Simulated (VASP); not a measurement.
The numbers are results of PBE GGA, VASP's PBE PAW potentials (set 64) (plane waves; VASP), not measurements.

A VASP calculation is set up with these files.

**INCAR**
```
! general
SYSTEM  = As
PREC    = Accurate
ENCUT   = 530
LREAL   = .FALSE.
LASPH   = .TRUE.

! electronic loop
EDIFF   = 1E-7
NELM    = 100
ALGO    = Normal
LMAXMIX = 4

! smearing
ISMEAR  = 1
SIGMA   = 0.1

! functional
GGA     = PE

! ions
IBRION  = 6
NSW     = 1
ISIF    = 3
POTIM   = 0.015
NFREE   = 2

! output
LWAVE   = .FALSE.
LCHARG  = .FALSE.
```

**POSCAR**
```
As
1
    3.7300460472    -1.9098315989    -0.0026906575
    3.7300460472     1.9098315989    -0.0026906575
    2.7544674925     0.0000000000     3.1581029858
As
2
Direct
  0.2270880826   0.2270880826   0.2270880826
  0.7729119174   0.7729119174   0.7729119174
```

### KPOINTS
```
Regular mesh
0
G
  10 10 10
0 0 0
```

POTCAR, in this order: As (PBE.64 set). Program: vasp_std.

Output of the run:

OSZICAR:
```
...
DAV:   3    -0.934304010467E+01    0.45222E-02   -0.12055E-02  5414   0.637E-01    0.786E-02
DAV:   4    -0.934303558217E+01    0.45225E-05   -0.11083E-04  5412   0.908E-02    0.568E-02
DAV:   5    -0.934303662454E+01   -0.10424E-05   -0.13982E-05  5811   0.305E-02    0.336E-03
DAV:   6    -0.934303694566E+01   -0.32112E-06   -0.58586E-07  5836   0.538E-03    0.169E-03
DAV:   7    -0.934303691840E+01    0.27257E-07   -0.96518E-08  3054   0.246E-03
   6 F= -.93430369E+01 E0= -.93430138E+01  d E =-.694615E-04
       N       E                     dE             d eps       ncg     rms          rms(c)
DAV:   1    -0.935585696732E+01   -0.12820E-01   -0.72184E-01  5210   0.520E+00    0.626E-01
DAV:   2    -0.934731857598E+01    0.85384E-02   -0.15475E-02  5301   0.926E-01    0.363E-01
DAV:   3    -0.934309096692E+01    0.42276E-02   -0.12428E-02  5374   0.659E-01    0.896E-02
DAV:   4    -0.934308315544E+01    0.78115E-05   -0.14580E-04  5488   0.106E-01    0.640E-02
DAV:   5    -0.934308422382E+01   -0.10684E-05   -0.31266E-05  5830   0.436E-02    0.883E-03
DAV:   6    -0.934308402120E+01    0.20263E-06   -0.27596E-06  5535   0.127E-02    0.272E-03
DAV:   7    -0.934308398576E+01    0.35436E-07   -0.22280E-07  5058   0.371E-03
   7 F= -.93430840E+01 E0= -.93430485E+01  d E =-.106426E-03
       N       E                     dE             d eps       ncg     rms          rms(c)
DAV:   1    -0.934931587895E+01   -0.62319E-02   -0.36330E-01  9381   0.361E+00    0.358E-01
DAV:   2    -0.934663512819E+01    0.26808E-02   -0.10011E-02  9601   0.720E-01    0.213E-01
DAV:   3    -0.934500925502E+01    0.16259E-02   -0.45562E-03  9813   0.408E-01    0.405E-02
DAV:   4    -0.934501400028E+01   -0.47453E-05   -0.10033E-04  9921   0.786E-02    0.300E-02
DAV:   5    -0.934501767449E+01   -0.36742E-05   -0.10533E-05 10641   0.250E-02    0.436E-03
DAV:   6    -0.934501801908E+01   -0.34459E-06   -0.86597E-07  9916   0.699E-03    0.154E-03
DAV:   7    -0.934501813739E+01   -0.11831E-06   -0.10256E-07  4875   0.249E-03    0.507E-04
DAV:   8    -0.934501814400E+01   -0.66090E-08   -0.14256E-08  4621   0.972E-04
   8 F= -.93450181E+01 E0= -.93449280E+01  d E =-.270494E-03
       N       E                     dE             d eps       ncg     rms          rms(c)
DAV:   1    -0.935019592184E+01   -0.51778E-02   -0.30347E-01  9258   0.311E+00    0.377E-01
DAV:   2    -0.934688832767E+01    0.33076E-02   -0.95781E-03  9756   0.672E-01    0.219E-01
DAV:   3    -0.934498339171E+01    0.19049E-02   -0.49762E-03  9985   0.452E-01    0.225E-02
DAV:   4    -0.934501210789E+01   -0.28716E-04   -0.26306E-04  9854   0.119E-01    0.166E-02
DAV:   5    -0.934501809729E+01   -0.59894E-05   -0.11597E-05 10389   0.282E-02    0.386E-03
DAV:   6    -0.934501811167E+01   -0.14377E-07   -0.43656E-07  9796   0.499E-03
   9 F= -.93450181E+01 E0= -.93449279E+01  d E =-.270543E-03
       N       E                     dE             d eps       ncg     rms          rms(c)
DAV:   1    -0.935170412447E+01   -0.66860E-02   -0.33585E-01  9338   0.352E+00    0.377E-01
DAV:   2    -0.934730380065E+01    0.44003E-02   -0.12422E-02  9703   0.809E-01    0.209E-01
DAV:   3    -0.934470188102E+01    0.26019E-02   -0.60688E-03  9882   0.517E-01    0.203E-02
DAV:   4    -0.934473983436E+01   -0.37953E-04   -0.39633E-04  9615   0.145E-01    0.143E-02
DAV:   5    -0.934474179489E+01   -0.19605E-05   -0.11619E-05 10822   0.246E-02    0.206E-03
DAV:   6    -0.934474183134E+01   -0.36448E-07   -0.11724E-06  9755   0.846E-03    0.170E-03
DAV:   7    -0.934474188071E+01   -0.49375E-07   -0.20023E-07  7922   0.357E-03
  10 F= -.93447419E+01 E0= -.93447213E+01  d E =-.616629E-04
       N       E                     dE             d eps       ncg     rms          rms(c)
DAV:   1    -0.935449724558E+01   -0.97554E-02   -0.38534E-01  9440   0.363E+00    0.470E-01
DAV:   2    -0.934823595797E+01    0.62613E-02   -0.16827E-02  9494   0.913E-01    0.262E-01
DAV:   3    -0.934469144243E+01    0.35445E-02   -0.91321E-03 10088   0.647E-01    0.306E-02
DAV:   4    -0.934474027361E+01   -0.48831E-04   -0.66232E-04  9398   0.188E-01    0.190E-02
DAV:   5    -0.934474148997E+01   -0.12164E-05   -0.30901E-05 10905   0.379E-02    0.378E-03
DAV:   6    -0.934474173014E+01   -0.24017E-06   -0.33319E-06  9372   0.135E-02    0.263E-03
DAV:   7    -0.934474188640E+01   -0.15625E-06   -0.34926E-07  9546   0.507E-03    0.871E-04
DAV:   8    -0.934474188153E+01    0.48654E-08   -0.26991E-08  4628   0.120E-03
  11 F= -.93447419E+01 E0= -.93447213E+01  d E =-.616910E-04
       N       E                     dE             d eps       ncg     rms          rms(c)
DAV:   1    -0.934979397743E+01   -0.50521E-02   -0.35335E-01  5328   0.356E+00    0.308E-01
DAV:   2    -0.934712747356E+01    0.26665E-02   -0.12597E-02  5413   0.798E-01    0.181E-01
DAV:   3    -0.934462629826E+01    0.25012E-02   -0.46507E-03  5608   0.453E-01    0.266E-02
DAV:   4    -0.934459425350E+01    0.32045E-04   -0.37446E-04  5428   0.140E-01    0.164E-02
DAV:   5    -0.934453795290E+01    0.56301E-04   -0.46231E-05  5650   0.477E-02    0.243E-03
DAV:   6    -0.934453615379E+01    0.17991E-05   -0.57613E-06  5303   0.175E-02    0.154E-03
DAV:   7    -0.934453373343E+01    0.24204E-05   -0.35877E-07  5562   0.409E-03    0.377E-04
DAV:   8    -0.934453387440E+01   -0.14097E-06   -0.31238E-08  2599   0.131E-03    0.167E-04
DAV:   9    -0.934453391594E+01   -0.41541E-07   -0.26608E-09  2586   0.468E-04
  12 F= -.93445339E+01 E0= -.93444558E+01  d E =-.234321E-03
       N       E                     dE             d eps       ncg     rms          rms(c)
DAV:   1    -0.935536753587E+01   -0.10834E-01   -0.47821E-01  5212   0.414E+00    0.480E-01
DAV:   2    -0.934832697568E+01    0.70406E-02   -0.19435E-02  5447   0.983E-01    0.268E-01
DAV:   3    -0.934430538499E+01    0.40216E-02   -0.10402E-02  5596   0.658E-01    0.327E-02
DAV:   4    -0.934435817549E+01   -0.52790E-04   -0.68088E-04  5322   0.186E-01    0.209E-02
DAV:   5    -0.934436027774E+01   -0.21022E-05   -0.23809E-05  6063   0.341E-02    0.543E-03
DAV:   6    -0.934436105417E+01   -0.77644E-06   -0.26790E-06  5323   0.123E-02    0.293E-03
DAV:   7    -0.934436121496E+01   -0.16079E-06   -0.37835E-07  5316   0.502E-03    0.709E-04
DAV:   8    -0.934436121682E+01   -0.18590E-08   -0.16277E-08  2587   0.974E-04
  13 F= -.93443612E+01 E0= -.93442945E+01  d E =-.200254E-03
       N       E                     dE             d eps       ncg     rms          rms(c)
DAV:   1    -0.934829180486E+01   -0.39306E-02   -0.22100E-01  5209   0.300E+00    0.243E-01
DAV:   2    -0.934658243438E+01    0.17094E-02   -0.82242E-03  5549   0.656E-01    0.135E-01
DAV:   3    -0.934556295802E+01    0.10195E-02   -0.24356E-03  5593   0.324E-01    0.177E-02
DAV:   4    -0.934558094494E+01   -0.17987E-04   -0.21379E-04  5397   0.104E-01    0.123E-02
DAV:   5    -0.934558105031E+01   -0.10538E-06   -0.45332E-06  6057   0.150E-02    0.562E-03
DAV:   6    -0.934558130245E+01   -0.25213E-06   -0.72649E-07  5403   0.686E-03    0.145E-03
DAV:   7    -0.934558131772E+01   -0.15268E-07   -0.87625E-08  2742   0.235E-03
  14 F= -.93455813E+01 E0= -.93454861E+01  d E =-.285597E-03
       N       E                     dE             d eps       ncg     rms          rms(c)
DAV:   1    -0.934505274481E+01    0.52856E-03   -0.34585E-01  5164   0.371E+00    0.143E-01
DAV:   2    -0.934572030695E+01   -0.66756E-03   -0.91173E-03  6099   0.715E-01    0.458E-02
DAV:   3    -0.934569552935E+01    0.24778E-04   -0.11875E-04  5868   0.783E-02    0.226E-02
DAV:   4    -0.934569636926E+01   -0.83991E-06   -0.21282E-05  6340   0.314E-02    0.645E-03
DAV:   5    -0.934569720325E+01   -0.83399E-06   -0.13022E-06  5339   0.911E-03    0.143E-03
DAV:   6    -0.934569723030E+01   -0.27046E-07   -0.62390E-08  2828   0.195E-03
  15 F= -.93456972E+01 E0= -.93456300E+01  d E =-.201758E-03
```

File OUTCAR:
```
------------------------ aborting loop because EDIFF is reached ----------------------------------------
  FORCE on cell =-STRESS in cart. coord.  units (eV):
  Direction    XX          YY          ZZ          XY          YZ          ZX
  --------------------------------------------------------------------------------------
  Total        0.1702774      0.0535146      0.0674044      0.0000000      0.0000000     -0.0006883
  in kB        6.0593893      1.9043372      2.3986111      0.0000000      0.0000000     -0.0244937
  external PRESSURE =       3.4541125 kB  Pullay stress =       0.0000000 kB
  volume of cell :       45.02
      direct lattice vectors                 reciprocal lattice vectors
     3.730046047 -1.909831599 -0.002690658     0.133962320 -0.261803187 -0.116840666
     3.730046047  1.909831599 -0.002690658     0.133962320  0.261803187 -0.116840666
     2.754467492  0.000000000  3.158102986     0.000228268  0.000000000  0.316446692
 POSITION                                       TOTAL-FORCE (eV/Angst)
 -----------------------------------------------------------------------------------
      2.30460      0.00000      0.71595         0.117604      0.000000      0.015030
      7.89495      0.00000      2.43678        -0.117604      0.000000     -0.015030
 -----------------------------------------------------------------------------------
    total drift:                                0.002226      0.000000      0.002135
  FREE ENERGIE OF THE ION-ELECTRON SYSTEM (eV)
  ---------------------------------------------------
  free  energy   TOTEN  =        -9.3456972303 eV

  energy  without entropy=       -9.3454954719  energy(sigma->0) =       -9.34562998

   1 f  =    7.382845 THz    46.387786 2PiTHz  246.265216 cm-1    30.532982 meV
             X         Y         Z           dx          dy          dz
      2.319605  0.000000  0.715946     0.675656   -0.000000    0.208541
      7.894955  0.000000  2.436776    -0.675656    0.000000   -0.208541

   2 f  =    5.327966 THz    33.476598 2PiTHz  177.721819 cm-1    22.034687 meV
             X         Y         Z           dx          dy          dz
      2.319605  0.000000  0.715946     0.000000    0.707107    0.000000
      7.894955  0.000000  2.436776     0.000000   -0.707107   -0.000000

   3 f  =    5.327966 THz    33.476598 2PiTHz  177.721817 cm-1    22.034687 meV
             X         Y         Z           dx          dy          dz
      2.319605  0.000000  0.715946     0.208541   -0.000000   -0.675656
      7.894955  0.000000  2.436776    -0.208541   -0.000000    0.675656

   4 f/i=    0.000000 THz     0.000000 2PiTHz    0.000001 cm-1     0.000000 meV
             X         Y         Z           dx          dy          dz
      2.319605  0.000000  0.715946     0.218266   -0.664542   -0.103649
      7.894955  0.000000  2.436776     0.218266   -0.664542   -0.103649

   5 f/i=    0.000000 THz     0.000000 2PiTHz    0.000002 cm-1     0.000000 meV
             X         Y         Z           dx          dy          dz
      2.319605  0.000000  0.715946    -0.559183   -0.118748   -0.416189
      7.894955  0.000000  2.436776    -0.559183   -0.118748   -0.416189

   6 f/i=    0.000000 THz     0.000001 2PiTHz    0.000003 cm-1     0.000000 meV
             X         Y         Z           dx          dy          dz
      2.319605  0.000000  0.715946     0.373730    0.210433   -0.562177
      7.894955  0.000000  2.436776     0.373730    0.210433   -0.562177

 ELASTIC MODULI CONTR FROM IONIC RELAXATION (kBar)
 Direction    XX          YY          ZZ          XY          YZ          ZX
 --------------------------------------------------------------------------------
 XX        -484.9210   -107.0024   -152.3531     -0.0000     -0.0000    138.1344
 YY        -107.0024   -139.5473   -130.7006     -0.0000     -0.0000   -146.5634
 ZZ        -152.3531   -130.7006   -129.1612     -0.0000     -0.0000   -104.8535
 XY          -0.0000     -0.0000     -0.0000   -250.7341   -190.7036      0.0000
 YZ          -0.0000     -0.0000     -0.0000   -190.7036   -145.0455      0.0000
 ZX         138.1344   -146.5634   -104.8535      0.0000      0.0000   -309.7094
 --------------------------------------------------------------------------------

 TOTAL ELASTIC MODULI (kBar)
 Direction    XX          YY          ZZ          XY          YZ          ZX
 --------------------------------------------------------------------------------
 XX         432.6137    200.5736    311.5464     -0.0000     -0.0000   -183.1934
 YY         200.5736   1191.2991    534.2564     -0.0000     -0.0000     60.2801
 ZZ         311.5464    534.2564    986.8338     -0.0000     -0.0000   -179.9944
 XY          -0.0000     -0.0000     -0.0000    230.3962    103.8186      0.0000
 YZ          -0.0000     -0.0000     -0.0000    103.8186    436.4559      0.0000
 ZX        -183.1934     60.2801   -179.9944      0.0000      0.0000    354.8069
 --------------------------------------------------------------------------------
```
(Selected blocks of OUTCAR.)

Tensors are in the Cartesian frame of the cell as typed. Finite-difference elastic constants of metals are sensitive to mesh and smearing; shear constants can be off by tens of GPa.

The compound is As in the a7 structure. It was relaxed first.
